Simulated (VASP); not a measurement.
A run of VASP 6.6.1 is set up as follows.

Contents of INCAR:

```
ALGO = Normal ; EDIFF = 1E-6
EDIFFG = -0.005 ; ENCUT = 600
GGA = PE ; IBRION = 2
ISIF = 3 ; ISMEAR = -1
IVDW = 11 ; LASPH = True
LCHARG = False ; LREAL = False
LWAVE = False ; NELM = 100
NSW = 40 ; PREC = Accurate
SIGMA = 0.05
```

File KPOINTS:

```
k-points
0
Gamma
  7 7 5
```

The input POSCAR:

```
MoI
1.0
    3.6232628200      0.0000000000      0.0000000000
    0.0000000000      3.6232628200      0.0000000000
    0.0000000000      0.0000000000      5.0420814100
Mo I
1 1
Direct
    0.5000000000      0.5000000000      0.5000000000
    0.0000000000      0.0000000000      0.5000000000
```

Potentials or basis: VASP PAW PBE potentials, release 64 (Mo_sv, I).

The run is started by

```console
$ cat potpaw_PBE.64/Mo_sv/POTCAR potpaw_PBE.64/I/POTCAR > POTCAR
$ mpirun -np 1 vasp_std > vasp.out
```

(1) What does it give for the band gap on the k mesh?

(2) Estimate the dispersion energy per atom.

(3) Estimate the space group after relaxing (to 0.05 Å).

(4) Predict the relaxed volume.

## Answers

(1) none (metal or under the smearing width).

(2) -0.511 eV.

(3) P4/mmm (No. 123).

(4) 23.00 Å³/atom.

Caveat: the volume moved by over 15 % at a fixed basis, so the end points are rough; an odd number of electrons without spin polarisation forces a metal; a magnetic or distorted state may lie lower.
